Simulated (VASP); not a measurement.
Method: eigenvalue-self-consistent GW0 on PBE orbitals, VASP's PBE PAW potentials (set 64) (plane waves; VASP).

Input for VASP

**KPOINTS**
```
Automatic mesh
0
Gamma
4 4 4
0 0 0
```

POSCAR:
```
Si
3.8402970
  0.0000000000   0.7071067680   0.7071067680
  0.7071067680   0.0000000000   0.7071067680
  0.7071067680   0.7071067680   0.0000000000
Si
2
Cart
  0.0000000000   0.0000000000   0.0000000000
  0.3535533840   0.3535533840   0.3535533840
```

### INCAR
```
SYSTEM = Si
PREC = Normal
ENCUT = 350
ALGO = EVGW0
LREAL = .FALSE.
LASPH = .TRUE.
ISMEAR = 0
SIGMA = 0.01
GGA = PE
LWAVE = .FALSE.
LCHARG = .FALSE.
NELMGW = 4
NBANDS = 160
NOMEGA = 64
ENCUTGW = 200
NBANDSGW = 12
LSPECTRALGW = .TRUE.
```

POTCAR, in this order: Si_GW (PBE.64 set). Program: vasp_std. Read from the step before: WAVECAR, WAVEDER.

Output

File OSZICAR:
```
energies w=
    0.000    0.000    0.298    0.000    0.595    0.000    0.891    0.000
    1.185    0.000    1.476    0.000    1.764    0.000    2.049    0.000
    2.331    0.000    2.608    0.000    2.882    0.000    3.151    0.000
    3.417    0.000    3.679    0.000    3.938    0.000    4.194    0.000
    4.448    0.000    4.699    0.000    4.948    0.000    5.197    0.000
    5.444    0.000    5.691    0.000    5.938    0.000    6.186    0.000
    6.436    0.000    6.688    0.000    6.943    0.000    7.202    0.000
    7.465    0.000    7.734    0.000    8.009    0.000    8.292    0.000
    8.583    0.000    8.885    0.000    9.198    0.000    9.524    0.000
    9.865    0.000   10.223    0.000   10.601    0.000   11.001    0.000
   11.427    0.000   11.883    0.000   12.373    0.000   12.902    0.000
   13.478    0.000   14.107    0.000   14.799    0.000   15.567    0.000
   16.425    0.000   17.390    0.000   18.488    0.000   19.749    0.000
   21.215    0.000   22.939    0.000   24.999    0.000   27.504    0.000
   30.616    0.000   34.585    0.000   39.815    0.000   47.012    0.000
   57.526    0.000   74.300    0.000  105.214    0.000  180.891    0.000
NQ=   1    0.0000    0.0000    0.0000,
 performed        110000 updates of chi_q(r,r)
NQ=   2    0.2500    0.0000    0.0000,
 performed        328000 updates of chi_q(r,r)
NQ=   3    0.5000    0.0000    0.0000,
 performed        515000 updates of chi_q(r,r)
NQ=   4    0.2500    0.2500    0.0000,
 performed        733000 updates of chi_q(r,r)
NQ=   5    0.5000    0.2500    0.0000,
 performed       1035000 updates of chi_q(r,r)
NQ=   6   -0.2500    0.2500    0.0000,
 performed       1306000 updates of chi_q(r,r)
NQ=   7    0.5000    0.5000    0.0000,
 performed       1470000 updates of chi_q(r,r)
NQ=   8   -0.2500    0.5000    0.2500,
 performed       1680000 updates of chi_q(r,r)
 resolving degeneracies of screened two electron integrals
NQ=   1    0.0000    0.0000    0.0000,
 performed        110000 updates of chi_q(r,r)
NQ=   2    0.2500    0.0000    0.0000,
 performed        328000 updates of chi_q(r,r)
NQ=   3    0.5000    0.0000    0.0000,
 performed        515000 updates of chi_q(r,r)
NQ=   4    0.2500    0.2500    0.0000,
 performed        733000 updates of chi_q(r,r)
NQ=   5    0.5000    0.2500    0.0000,
 performed       1035000 updates of chi_q(r,r)
NQ=   6   -0.2500    0.2500    0.0000,
 performed       1306000 updates of chi_q(r,r)
NQ=   7    0.5000    0.5000    0.0000,
 performed       1470000 updates of chi_q(r,r)
NQ=   8   -0.2500    0.5000    0.2500,
 performed       1680000 updates of chi_q(r,r)
 resolving degeneracies of screened two electron integrals
NQ=   1    0.0000    0.0000    0.0000,
 performed        110000 updates of chi_q(r,r)
NQ=   2    0.2500    0.0000    0.0000,
 performed        328000 updates of chi_q(r,r)
NQ=   3    0.5000    0.0000    0.0000,
 performed        515000 updates of chi_q(r,r)
NQ=   4    0.2500    0.2500    0.0000,
 performed        733000 updates of chi_q(r,r)
NQ=   5    0.5000    0.2500    0.0000,
 performed       1035000 updates of chi_q(r,r)
NQ=   6   -0.2500    0.2500    0.0000,
 performed       1306000 updates of chi_q(r,r)
NQ=   7    0.5000    0.5000    0.0000,
 performed       1470000 updates of chi_q(r,r)
NQ=   8   -0.2500    0.5000    0.2500,
 performed       1680000 updates of chi_q(r,r)
 resolving degeneracies of screened two electron integrals
NQ=   1    0.0000    0.0000    0.0000,
 performed        110000 updates of chi_q(r,r)
NQ=   2    0.2500    0.0000    0.0000,
 performed        328000 updates of chi_q(r,r)
NQ=   3    0.5000    0.0000    0.0000,
 performed        515000 updates of chi_q(r,r)
NQ=   4    0.2500    0.2500    0.0000,
 performed        733000 updates of chi_q(r,r)
NQ=   5    0.5000    0.2500    0.0000,
 performed       1035000 updates of chi_q(r,r)
NQ=   6   -0.2500    0.2500    0.0000,
 performed       1306000 updates of chi_q(r,r)
NQ=   7    0.5000    0.5000    0.0000,
 performed       1470000 updates of chi_q(r,r)
NQ=   8   -0.2500    0.5000    0.2500,
 performed       1680000 updates of chi_q(r,r)
 resolving degeneracies of screened two electron integrals
```

**OUTCAR**
```


 k-point   1 :       0.0000    0.0000    0.0000
  band No. old QP-enery  QP-energies   sigma(KS)   T+V_ion+V_H  V^pw_x(r,r')   Z            occupation Imag(sigma)

      1      -7.0938      -7.1053     -11.1004       3.9901     -17.4960       0.6915       2.0000       1.1746
      2       4.8502       4.8462     -12.0807      16.9257     -13.0374       0.7628       2.0000       0.0390
      3       4.8502       4.8462     -12.0807      16.9257     -13.0374       0.7628       2.0000       0.0390
      4       4.8502       4.8462     -12.0807      16.9257     -13.0374       0.7628       2.0000       0.0390
      5       8.1090       8.1071     -10.0449      18.1513      -5.5790       0.7562       0.0000      -0.0726
      6       8.1090       8.1071     -10.0449      18.1513      -5.5790       0.7562       0.0000      -0.0726
      7       8.1090       8.1071     -10.0449      18.1513      -5.5790       0.7562       0.0000      -0.0726
      8       9.0484       9.0466     -10.8720      19.9180      -5.8356       0.7473       0.0000      -0.0946
      9      13.3432      13.3422      -9.8793      23.2212      -4.2032       0.7425       0.0000      -0.2257
     10      13.3432      13.3422      -9.8793      23.2212      -4.2032       0.7425       0.0000      -0.2257
     11      13.1329      13.1318      -8.0634      21.1949      -2.6010       0.7844       0.0000      -0.2744
     12      16.5176      16.5169      -8.5451      25.0618      -2.2433       0.7465       0.0000      -0.5303

 k-point   2 :       0.2500    0.0000    0.0000
  band No. old QP-enery  QP-energies   sigma(KS)   T+V_ion+V_H  V^pw_x(r,r')   Z            occupation Imag(sigma)

      1      -6.3116      -6.3229     -11.2004       4.8716     -17.2359       0.6568       2.0000       1.0343
      2       0.8831       0.8768     -11.4112      12.2856     -13.7996       0.7246       2.0000       0.1262
      3       4.0828       4.0785     -11.8451      15.9222     -12.9990       0.7573       2.0000       0.0444
      4       4.0828       4.0785     -11.8451      15.9222     -12.9990       0.7573       2.0000       0.0444
      5       7.5581       7.5561     -10.1258      17.6813      -5.7000       0.7615       0.0000      -0.0673
      6       9.0537       9.0520     -10.0803      19.1317      -5.3390       0.7540       0.0000      -0.0930
      7       9.0537       9.0520     -10.0803      19.1317      -5.3390       0.7540       0.0000      -0.0930
      8      12.4636      12.4623     -10.5659      23.0277      -4.8111       0.7346       0.0000      -0.2212
      9      12.7170      12.7158      -9.5864      22.3019      -4.0092       0.7435       0.0000      -0.2305
     10      12.7170      12.7158      -9.5864      22.3019      -4.0092       0.7435       0.0000      -0.2305
     11      14.1928      14.1917      -8.1955      22.3869      -2.4223       0.7539       0.0000      -0.3338
     12      17.1269      17.1260      -8.9197      26.0453      -2.6091       0.7377       0.0000      -0.5137

 k-point   3 :       0.5000    0.0000    0.0000
  band No. old QP-enery  QP-energies   sigma(KS)   T+V_ion+V_H  V^pw_x(r,r')   Z            occupation Imag(sigma)

      1      -4.7757      -4.7849     -11.5141       6.7255     -16.8846       0.7124       2.0000       0.8234
      2      -2.1679      -2.1763     -10.9325       8.7525     -14.9026       0.6936       2.0000       0.3822
      3       3.6120       3.6074     -11.8512      15.4570     -13.2482       0.7526       2.0000       0.0510
      4       3.6120       3.6074     -11.8512      15.4570     -13.2482       0.7526       2.0000       0.0510
      5       7.0543       7.0522     -10.1158      17.1674      -5.8131       0.7652       0.0000      -0.0617
      6       8.8813       8.8797      -9.6296      18.5087      -4.9203       0.7592       0.0000      -0.0889
      7       8.8813       8.8797      -9.6296      18.5087      -4.9203       0.7592       0.0000      -0.0889
      8      12.9149      12.9139      -8.0482      20.9618      -2.3512       0.7664       0.0000      -0.2805
      9      16.0399      16.0390     -10.1821      26.2209      -3.6493       0.7389       0.0000      -0.5329
     10      16.0399      16.0390     -10.1821      26.2209      -3.6493       0.7389       0.0000      -0.5329
     11      16.8139      16.8131     -10.1190      26.9317      -3.3789       0.7320       0.0000      -0.6108
     12      16.8139      16.8131     -10.1190      26.9317      -3.3789       0.7320       0.0000      -0.6108

 k-point   4 :       0.2500    0.2500    0.0000
  band No. old QP-enery  QP-energies   sigma(KS)   T+V_ion+V_H  V^pw_x(r,r')   Z            occupation Imag(sigma)

      1      -6.0263      -6.0373     -11.2146       5.1721     -17.1295       0.6775       2.0000       1.0003
      2       1.3179       1.3118     -11.9277      13.2373     -14.1538       0.7294       2.0000       0.1117
      3       2.9189       2.9140     -11.4962      14.4085     -13.0509       0.7476       2.0000       0.0595
      4       2.9189       2.9140     -11.4962      14.4085     -13.0509       0.7476       2.0000       0.0595
      5       6.5624       6.5603      -9.4541      16.0138      -5.3686       0.7706       0.0000      -0.0573
      6       8.6015       8.5999      -9.1705      17.7699      -4.4921       0.7643       0.0000      -0.0842
      7      11.3187      11.3171     -10.6321      21.9486      -5.2001       0.7297       0.0000      -0.1683
      8      11.3187      11.3171     -10.6321      21.9486      -5.2001       0.7297       0.0000      -0.1683
      9      13.6820      13.6809     -10.7621      24.4425      -4.7992       0.7351       0.0000      -0.2905
     10      14.5238      14.5230      -9.9344      24.4571      -3.9325       0.7555       0.0000      -0.3570
     11      16.6915      16.6906      -8.7821      25.4723      -2.5924       0.7436       0.0000      -0.4712
     12      18.2912      18.2905      -9.0744      27.3646      -2.3034       0.7380       0.0000      -0.7608

 k-point   5 :       0.5000    0.2500    0.0000
  band No. old QP-enery  QP-energies   sigma(KS)   T+V_ion+V_H  V^pw_x(r,r')   Z            occupation Imag(sigma)

      1      -4.3901      -4.3995     -11.4557       7.0523     -16.6396       0.7047       2.0000       0.7481
      2      -1.5608      -1.5687     -11.4801       9.9080     -15.2104       0.7052       2.0000       0.3281
      3       1.2577       1.2519     -10.9765      12.2262     -13.0235       0.7342       2.0000       0.1009
      4       2.5818       2.5766     -11.5135      14.0884     -13.2460       0.7429       2.0000       0.0669
      5       6.9550       6.9530      -9.2805      16.2329      -5.0510       0.7710       0.0000      -0.0616
      6       9.8979       9.8963      -9.6843      19.5801      -4.7407       0.7518       0.0000      -0.1130
      7      11.3003      11.2988     -10.4699      21.7682      -5.0138       0.7389       0.0000      -0.1725
      8      11.4659      11.4645     -10.0963      21.5603      -4.6172       0.7397       0.0000      -0.1851
      9      15.6384      15.6375      -9.9548      25.5919      -3.3766       0.7365       0.0000      -0.4927
     10      16.0196      16.0187     -10.1907      26.2091      -3.6292       0.7327       0.0000      -0.5292
     11      17.6796      17.6789     -10.3547      28.0333      -3.4566       0.7386       0.0000      -0.7074
     12      18.1771      18.1764     -10.1536      28.3298      -3.3188       0.7385       0.0000      -0.6659

 k-point   6 :      -0.2500    0.2500    0.0000
  band No. old QP-enery  QP-energies   sigma(KS)   T+V_ion+V_H  V^pw_x(r,r')   Z            occupation Imag(sigma)

      1      -5.0769      -5.0870     -11.3673       6.2758     -16.8456       0.6914       2.0000       0.8556
      2      -0.6618      -0.6691     -11.6260      10.9540     -14.8990       0.7129       2.0000       0.2398
      3       1.0324       1.0266     -10.8134      11.8379     -12.9515       0.7369       2.0000       0.1114
      4       3.4915       3.4868     -11.7387      15.2240     -13.0954       0.7528       2.0000       0.0511
      5       7.9531       7.9513      -9.5933      17.5440      -5.0780       0.7631       0.0000      -0.0736
      6      10.3600      10.3585     -10.1094      20.4674      -4.8050       0.7423       0.0000      -0.1476
      7      10.5883      10.5867     -10.3264      20.9126      -5.3482       0.7515       0.0000      -0.1259
      8      11.6662      11.6649      -9.9712      21.6356      -4.3333       0.7383       0.0000      -0.1956
      9      11.9295      11.9283      -9.5248      21.4527      -4.2255       0.7521       0.0000      -0.1853
     10      15.0962      15.0952     -10.0660      25.1608      -3.5229       0.7310       0.0000      -0.4586
     11      17.9392      17.9385      -9.0542      26.9924      -2.6082       0.7355       0.0000      -0.5727
     12      18.7524      18.7518     -10.6796      29.4313      -3.5096       0.7480       0.0000      -0.8044

 k-point   7 :       0.5000    0.5000    0.0000
  band No. old QP-enery  QP-energies   sigma(KS)   T+V_ion+V_H  V^pw_x(r,r')   Z            occupation Imag(sigma)

      1      -2.9674      -2.9764     -11.5327       8.5524     -16.0268       0.6937       2.0000       0.5103
      2      -2.9674      -2.9764     -11.5327       8.5524     -16.0268       0.6937       2.0000       0.5103
      3       1.9098       1.9041     -11.4059      13.3080     -13.4430       0.7344       2.0000       0.0839
      4       1.9098       1.9041     -11.4059      13.3080     -13.4430       0.7344       2.0000       0.0839
      5       6.1047       6.1027      -9.0698      15.1719      -5.0383       0.7762       0.0000      -0.0555
      6       6.1047       6.1027      -9.0698      15.1719      -5.0383       0.7762       0.0000      -0.0555
      7      15.6429      15.6419     -10.7344      26.3759      -3.7000       0.7191       0.0000      -0.5518
      8      15.6429      15.6419     -10.7344      26.3759      -3.7000       0.7191       0.0000      -0.5518
      9      16.4721      16.4712     -10.5295      27.0004      -4.0003       0.7386       0.0000      -0.5553
...
```
(Selected blocks of OUTCAR.)

The mesh is coarse and the basis finite, so the quasiparticle values are not converged.

The compound is Si in the diamond structure. The cell was not relaxed at this level. The k-mesh is coarse (spacing up to 0.50 per Å, 2π included), so the numbers may not be converged in it.
